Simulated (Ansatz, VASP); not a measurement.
## Cross-check of C (amorphous carbon at 2.60 g/cm^3) between VASP and Ansatz

Aim: how closely do two programs agree when they are given the same cell, functional and k mesh? The cell is taken from a series of runs on this material, whose earlier steps may have relaxed or scaled it; both programs get it as it stands.

Main program and level: Ansatz 0.2.0; plane waves, with VASP 6.6.1 beside it; single point at PBE.

### 1. The starting structure

The cell holds 96 atoms: 96 C. Its edges and angles: a = 9.030 Å, b = 9.030 Å, c = 9.030 Å, α = 90.0°, β = 90.0°, γ = 90.0°. As first built, before any earlier steps moved the atoms: 96 atoms (96 C) placed at random at 2.6 g/cm^3, melted at 6000 K for 10 ps at fixed volume with the LCBOP (Los and Fasolino, Phys. Rev. B 68, 024107 (2003)). Quenched from 6000 K to 300 K at 200 K/ps and fixed volume, held 5 ps, then minimised at fixed cell.

### 2. VASP: single point, PBE

With cell and atoms fixed, the geometry can't cause a difference; cores, projectors, grids and the points listed under the comparison can.

Lines of VASP's logs that name or quote its potential files are left out, and so is its time.

File INCAR:

```
SYSTEM = C
PREC = Accurate
ENCUT = 520
EDIFF = 1E-05
NELM = 100
ISMEAR = -1
SIGMA = 0.025
LREAL = Auto
ALGO = Fast
GGA = PE
NBANDS = 259
LORBIT = 11
LWAVE = .FALSE.
LCHARG = .FALSE.
ISIF = 2
```

File POSCAR:

```
C
1.0
    9.0304000000      0.0000000000      0.0000000000
    0.0000000000      9.0304000000      0.0000000000
    0.0000000000      0.0000000000      9.0304000000
C
96
Direct
    0.9547900000      0.2137900000      0.9126900000
    0.3660800000      0.3339300000      0.8845600000
    0.5626600000      0.3423600000      0.6554500000
    0.9819300000      0.5038000000      0.8811800000
    0.2745600000      0.2406200000      0.5043400000
    0.9612800000      0.4916100000      0.4539500000
    0.0109200000      0.7509900000      0.0338000000
    0.2717100000      0.7185200000      0.0293200000
    0.2811600000      0.5995800000      0.6820600000
    0.2474700000      0.9725500000      0.7970400000
    0.1266700000      0.1298600000      0.1107200000
    0.1537200000      0.5808700000      0.2905400000
    0.7506600000      0.8362700000      0.9501700000
    0.2161100000      0.1254300000      0.7979300000
    0.2832200000      0.9570200000      0.4886900000
    0.1705600000      0.4451700000      0.2135900000
    0.7918000000      0.4540200000      0.6633800000
    0.7240500000      0.3147300000      0.6552700000
    0.3275400000      0.4587200000      0.9741300000
    0.1942600000      0.3162600000      0.6214300000
    0.5776800000      0.4714900000      0.1426300000
    0.1456600000      0.7899700000      0.9718500000
    0.8224500000      0.1861300000      0.6750800000
    0.0338300000      0.6159700000      0.3881500000
    0.9185200000      0.3674300000      0.9375200000
    0.0902800000      0.1008900000      0.3763000000
    0.9993600000      0.8741400000      0.7573500000
    0.6147500000      0.8055000000      0.6929500000
    0.6567000000      0.6715000000      0.6263000000
    0.1152800000      0.2060600000      0.7089900000
[... 60 atom lines left out ...]
    0.3544600000      0.6409900000      0.4371400000
    0.3767700000      0.0018500000      0.0842100000
    0.5243900000      0.0334900000      0.5489400000
    0.6304900000      0.8818300000      0.0579900000
    0.9333800000      0.8474800000      0.1316900000
    0.2051000000      0.8375100000      0.5602600000
```

File KPOINTS:

```
Automatic mesh
0
Gamma
1 1 1
0 0 0
```

PAW data sets: C (PBE family, release 64).

The run is started by

```sh
$ export OMP_NUM_THREADS=5
$ mpirun -np 1 vasp_gam
```

Numbers of over 12 decimals in the logs are rounded to 6 here.

Log:

```text
[banner, memory and clock lines left out]
running    1 mpi-ranks, on    1 nodes
[...]
Offloading initialized ...    1 GPUs detected
[...]
LDA part: xc-table for (Slater+PW92), standard interpolation
 POSCAR, INCAR and KPOINTS ok, starting setup
[...]
entering main loop
       N       E                     dE             d eps       ncg     rms          rms(c)
DAV:   1     0.266466377734E+04    0.26647E+04   -0.22881E+05   526   0.150E+03
DAV:   2    -0.598167895447E+03   -0.32628E+04   -0.30654E+04   681   0.343E+02
DAV:   3    -0.834637686501E+03   -0.23647E+03   -0.22805E+03   612   0.913E+01
DAV:   4    -0.840746466541E+03   -0.61088E+01   -0.60609E+01   612   0.158E+01
[...]
RMM:  16    -0.790103673644E+03   -0.63636E-04   -0.11684E-04   581   0.212E-02    0.216E-02
RMM:  17    -0.790103687665E+03   -0.14021E-04   -0.37382E-05   451   0.112E-02    0.107E-02
RMM:  18    -0.790103690170E+03   -0.25046E-05   -0.81686E-06   321   0.529E-03
   1 F= -.79010369E+03 E0= -.79006480E+03  d E =-.777706E-01
```

Parts of OUTCAR (step 2):

```text
  FREE ENERGIE OF THE ION-ELECTRON SYSTEM (eV)
  ---------------------------------------------------
  free  energy   TOTEN  =      -790.1036901696 eV

  energy  without entropy=     -790.0259195500  energy(sigma->0) =     -790.06480486
```

The gap is under twice the smearing width, so the edge states are partly filled and the run can't tell a small gap from a semimetal.

### 3. Ansatz: single point, PBE

Ansatz runs on its default PAW (the set named soft_2) files.

The same cell, functional, mesh and smearing now go to Ansatz, which takes its cutoff from its data sets.

File input.yaml:

```yaml
crystal:
  lattice:
    - [9.0304, 0.0, 0.0]
    - [0.0, 9.0304, 0.0]
    - [0.0, 0.0, 9.0304]
  atoms:
    - { symbol: C, position: [0.95479, 0.21379, 0.91269] }
    - { symbol: C, position: [0.36608, 0.33393, 0.88456] }
    - { symbol: C, position: [0.56266, 0.34236, 0.65545] }
    - { symbol: C, position: [0.98193, 0.5038, 0.88118] }
    - { symbol: C, position: [0.27456, 0.24062, 0.50434] }
    - { symbol: C, position: [0.96128, 0.49161, 0.45395] }
    - { symbol: C, position: [0.01092, 0.75099, 0.0338] }
    - { symbol: C, position: [0.27171, 0.71852, 0.02932] }
    - { symbol: C, position: [0.28116, 0.59958, 0.68206] }
    - { symbol: C, position: [0.24747, 0.97255, 0.79704] }
    - { symbol: C, position: [0.12667, 0.12986, 0.11072] }
    - { symbol: C, position: [0.15372, 0.58087, 0.29054] }
    - { symbol: C, position: [0.75066, 0.83627, 0.95017] }
    - { symbol: C, position: [0.21611, 0.12543, 0.79793] }
    - { symbol: C, position: [0.28322, 0.95702, 0.48869] }
    - { symbol: C, position: [0.17056, 0.44517, 0.21359] }
    - { symbol: C, position: [0.7918, 0.45402, 0.66338] }
    - { symbol: C, position: [0.72405, 0.31473, 0.65527] }
    - { symbol: C, position: [0.32754, 0.45872, 0.97413] }
    - { symbol: C, position: [0.19426, 0.31626, 0.62143] }
    - { symbol: C, position: [0.57768, 0.47149, 0.14263] }
    - { symbol: C, position: [0.14566, 0.78997, 0.97185] }
    - { symbol: C, position: [0.82245, 0.18613, 0.67508] }
    - { symbol: C, position: [0.03383, 0.61597, 0.38815] }
    - { symbol: C, position: [0.91852, 0.36743, 0.93752] }
    - { symbol: C, position: [0.09028, 0.10089, 0.3763] }
    - { symbol: C, position: [0.99936, 0.87414, 0.75735] }
    - { symbol: C, position: [0.61475, 0.8055, 0.69295] }
    - { symbol: C, position: [0.6567, 0.6715, 0.6263] }
    - { symbol: C, position: [0.11528, 0.20606, 0.70899] }
[... 60 atom lines left out ...]
    - { symbol: C, position: [0.35446, 0.64099, 0.43714] }
    - { symbol: C, position: [0.37677, 0.00185, 0.08421] }
    - { symbol: C, position: [0.52439, 0.03349, 0.54894] }
    - { symbol: C, position: [0.63049, 0.88183, 0.05799] }
    - { symbol: C, position: [0.93338, 0.84748, 0.13169] }
    - { symbol: C, position: [0.2051, 0.83751, 0.56026] }
kpoints:
  mp_grid: { grid: [1, 1, 1] }
hamiltonian:
  xc: pbe
scf:
  occupations: { method: fermi_dirac, width: 0.025 }
output:
  forces: true
```

The run is started by

```sh
$ ansatz run input.yaml --threads 4 --pin off --max-ram 8192MiB --backend cpu --events-out ev --progress --plain --runs-dir out
```

Log:

```text
Engine: ansatz 0.2.0, x86_64-unknown-linux-gnu
Pseudopotentials: kind: paw
Pseudopotential: C, paw, valence charge 4, recommended cutoff 420 eV (normal), C.paw.azcp
Functional definition: PBE
  parameter kappa = 0.804
  parameter beta = 0.066725
  exchange = pbe_x(kappa = kappa, mu = beta*pi^2/3)
  correlation = pbe_c(beta = beta)
Crystal: 96 atoms, lattice volume = 736.412 Å³
Basis set: ecut = 420 eV, 14363 PW (Γ), exchange–correlation on 128×128×128 points (8 copies of the dense FFT grid, shifted against one another)
Bands: 288, of which v1, the nominal top of the filled ones, is band 192 counted from 1 (191 counted from 0)
Symmetry: 1 space group operations
Space group: P1 (ITA 1), of the structure as read, at distance tolerance 9.0e-5 Å
k-points: 1
Non-local potential: C, projectors of the file, l = 0: 2, l = 1: 2, l = 2: 1
PAW form: soft (Blöchl's): semilocal exchange-correlation on the pseudo side does not see the compensation charge
PAW one-centre angular grid: C, 110 points (default); XC on 64 Gauss nodes
Initial density: superposition of atomic densities (neutral atoms: chi_scale 0, normalization atom), corrected by the library's trained network
Initial wavefunctions: pseudopotential atomic-orbital guess
Functional: x = pbe(κ = 0.804, μ = 0.219515), c = pbe(β = 0.066725)
SCF iter   1: F=—  HF=-23995.295085 eV  |F-HF|=—  |Δ(HF+E_count)|=         —  Δρ=1.54e-2  dr2=2.00e0  ethr=1.77e-3  ⟨swp⟩=6.0  Hψ=1269  notcnv=0  defer=47
preconditioner: auto → Kerker (q_TF=auto, 2.448 Å⁻¹)  [metal: Δε(μ)=0.042 eV  Ē_g=14.689 eV  σ=0.025 eV  W_gap=0.40  n_scr=178 (ndim 8)  ℏωp=26.8 eV  f_vac=0.007  D(μ)=35.77/eV (n_scr^D=340)]
SCF iter   2: F=—  HF=-23995.077019 eV  |F-HF|=—  |Δ(HF+E_count)|=   2.18e-1  Δρ=8.35e-3  dr2=7.31e-1  ethr=5.22e-4  ⟨swp⟩=1.0  Hψ=332  notcnv=0  defer=62
SCF iter   3: F=—  HF=-23994.961951 eV  |F-HF|=—  |Δ(HF+E_count)|=   1.15e-1  Δρ=1.51e-3  dr2=2.90e-2  ethr=1.90e-4  ⟨swp⟩=3.0  Hψ=378  notcnv=0  defer=85
SCF iter   4: F=—  HF=-23994.959938 eV  |F-HF|=—  |Δ(HF+E_count)|=   2.01e-3  Δρ=4.22e-4  dr2=4.00e-3  ethr=7.54e-6  ⟨swp⟩=3.0  Hψ=384  notcnv=0  defer=85
SCF iter   5: F=—  HF=-23994.959832 eV  |F-HF|=—  |Δ(HF+E_count)|=   1.06e-4  Δρ=1.75e-4  dr2=5.42e-4  ethr=1.04e-6  ⟨swp⟩=3.0  Hψ=330  notcnv=0  defer=85
SCF iter   6: F=—  HF=-23994.959861 eV  |F-HF|=—  |Δ(HF+E_count)|=   2.94e-5  Δρ=7.87e-5  dr2=1.05e-4  ethr=1.41e-7  ⟨swp⟩=3.0  Hψ=374  notcnv=0  defer=85
SCF iter   7: F=—  HF=-23994.959871 eV  |F-HF|=—  |Δ(HF+E_count)|=   9.62e-6  Δρ=3.12e-5  dr2=1.69e-5  ethr=2.73e-8  ⟨swp⟩=2.0  Hψ=244  notcnv=0  defer=85
SCF iter   8: F=—  HF=-23994.961331 eV  |F-HF|=—  |Δ(HF+E_count)|=   1.46e-3  Δρ=1.03e-5  dr2=2.12e-6  ethr=4.40e-9  ⟨swp⟩=3.0  Hψ=526  notcnv=0  defer=85
SCF iter   9: F=—  HF=-23994.961332 eV  |F-HF|=—  |Δ(HF+E_count)|=   4.32e-7  Δρ=3.50e-6  dr2=2.68e-7  ethr=5.53e-10  ⟨swp⟩=2.0  Hψ=253  notcnv=0  defer=85
SCF iter  10: F=-23994.961332 eV  HF=-23994.961332 eV  |F-HF|=8.18e-9  |Δ(HF+E_count)|=   4.49e-8  Δρ=1.21e-6  dr2=2.71e-8  ethr=2.60e-11  ⟨swp⟩=4.0  Hψ=810  notcnv=0
SCF 1 converged in 10 iterations: F = -23994.961332 eV  dr2 = 2.71e-8
  greatest PAW one-centre occupation: 0.694 electrons in one spin orbital (limit 2), on the C atom at site 33 (counted from 0), in its partial waves of l = 0
SCF converged after 10 iterations
Free energy (F): -23994.961332 eV
Harris-Foulkes:  -23994.961332 eV  (|F-HF|=8.18e-9)
Internal energy: -23994.883501 eV  (E = F + TS)
E sigma→0 (E₀):  -23994.922416 eV
Entropy (-TS):   -0.077831 eV (-0.811 meV/atom)
Fermi energy:    8.724201 eV
--- Per-component energies (eV) ---
  E_band       = -86.796435
  E_kinetic    = 8760.754861
  E_local      = -11711.890393  (includes V_loc(G=0)·N_el)
  E_nonlocal   = 2634.937164
  E_hartree    = 3292.827982
  E_xc         = -4611.325948
  E_vxc        = -5712.695766  (∫ρ·V_xc dr)
  E_paw        = -9529.737647  (= ΣΔE_a)
  E_vpaw       = -643.560431  (= ΣTr[D̂ρ^β])
  E_aug_tail   = 0.000709  (compensation charges beyond the density's cutoff)
  E_ewald      = -12830.450228
  E_smearing   = -0.077831  (= −TS)
  E_closure    = -0.000000  (closes the sum)
  Σ components = -23994.961332   (vs F -23994.961332, Δ=0.00e0)
--- Forces (eV/Å), atoms counted from 1 ---
  atom   1  C      0.12508545    -1.84956814     1.05677491
  atom   2  C     -0.56932389     1.20500222     0.36977923
  atom   3  C     -0.45070219     0.08014704     1.17084656
  atom   4  C     -0.15197889    -1.38655294     0.11444829
  atom   5  C      3.17598112     1.38216240    -0.50239690
  atom   6  C     -0.14075896     0.07528976     0.30338634
  atom   7  C     -2.18184861    -1.06526089     0.12086426
  atom   8  C     -0.38750619     0.42892968    -0.35771098
  atom   9  C      2.11215493     0.01984696     2.52659613
  atom  10  C      0.51769217    -1.53568142    -0.05961219
  atom  11  C     -0.15353918    -0.66110989    -1.68081041
  atom  12  C     -0.95326779    -1.85959152    -1.32204503
  atom  13  C      0.54286518    -1.11465819     1.69481711
  atom  14  C      1.19867620     0.64973907     0.52172756
  atom  15  C     -1.96812201    -1.40853171    -0.01124040
  atom  16  C     -1.14440006     0.36329646     0.71783543
  atom  17  C     -2.61099703    -3.28768376     0.17266571
  atom  18  C      2.79579594    -0.11392295    -0.00274389
  atom  19  C      0.86721310     1.58936268    -0.33080086
  atom  20  C      0.44789599     1.36973338    -0.17390112
  atom  21  C     -0.39266426    -0.77137613    -0.79652883
  atom  22  C      2.61588574     1.58932812    -2.40123574
  atom  23  C     -0.83617096     1.04222137    -0.92370111
  atom  24  C      0.99735709    -2.06936890     0.43344530
[...]
atom  89  C      0.08042877     0.27627339    -0.19860385
  atom  90  C     -0.97416894     0.09382445    -1.47390315
  atom  91  C     -0.89022756     1.33475702     1.05179134
  atom  92  C      0.45219739     1.87850816    -1.27166813
  atom  93  C      0.25380115     0.28522338     1.06215022
  atom  94  C     -1.22736786     0.51775944     0.30996528
  atom  95  C     -0.29360589     3.12286732    -0.44974021
  atom  96  C      0.16663613     0.95900577    -1.74437616
  max |Σ_I F_I| component: 5.17e-5 eV/Å
```

Reading the cycles: dr2 is the Hartree energy of the density residual (eV), the measure of convergence; HF is the Harris–Foulkes estimate of the energy, which meets the free energy F at convergence.

### 4. Comparison

Known differences besides the PAW data sets themselves: the cutoff is 420 eV in Ansatz and 520 eV in VASP (PREC = Accurate, projectors in real space); VASP leaves aspherical gradient terms in its spheres out (LASPH is not set), Ansatz keeps them. Total energies have different zeros and are not compared.

Forces on 10 of the 96 atoms, picked by the larger force of the two programs (eV/Å; atoms numbered as in POSCAR):

```
atom         Ansatz x, y, z           VASP x, y, z
  C5   3.176, 1.382, -0.502   3.172, 1.383, -0.508
  C9    2.112, 0.020, 2.527   2.110, -0.010, 2.544
 C17  -2.611, -3.288, 0.173  -2.603, -3.290, 0.174
 C22   2.616, 1.589, -2.401   2.632, 1.589, -2.403
 C26  -3.585, -2.155, 1.961  -3.589, -2.150, 1.961
 C32  -1.319, -0.471, 3.709  -1.319, -0.474, 3.715
 C42  -0.234, 3.719, -1.078  -0.221, 3.736, -1.068
 C58  -2.721, -1.461, 1.548  -2.720, -1.477, 1.515
 C73    0.864, 2.268, 3.041    0.880, 2.248, 3.057
 C85   -0.776, 0.484, 4.436   -0.778, 0.482, 4.466
```

The forces differ by 16 meV/Å r.m.s., which is 1.2 % of the r.m.s. force of 1.32 eV/Å (both taken over all components).

### 5. Outcome

```json
{
 "r.m.s. force difference (single point, PBE)": "1.2 % of the r.m.s. force"
}
```

What this shows: The r.m.s. force difference is 1.2 % of the r.m.s. force (single point, PBE), within the 3 % picked in this series as the mark of a large difference. Differences of this kind measure data sets and numerical settings, not the functional's error against experiment.

[Lines on the potential files, build, host, timing and source positions are cut from VASP's logs without a mark.]

[Logs are printed without paths, hosts, clocks, repeated set-up lines and the standing remarks that a program may print on its own settings, such as how far it seeks lower states.]

[Hosts, paths, dates, database ids (printed as entryN), source tags and the programs' standing remarks are cut or masked in the printed files.]
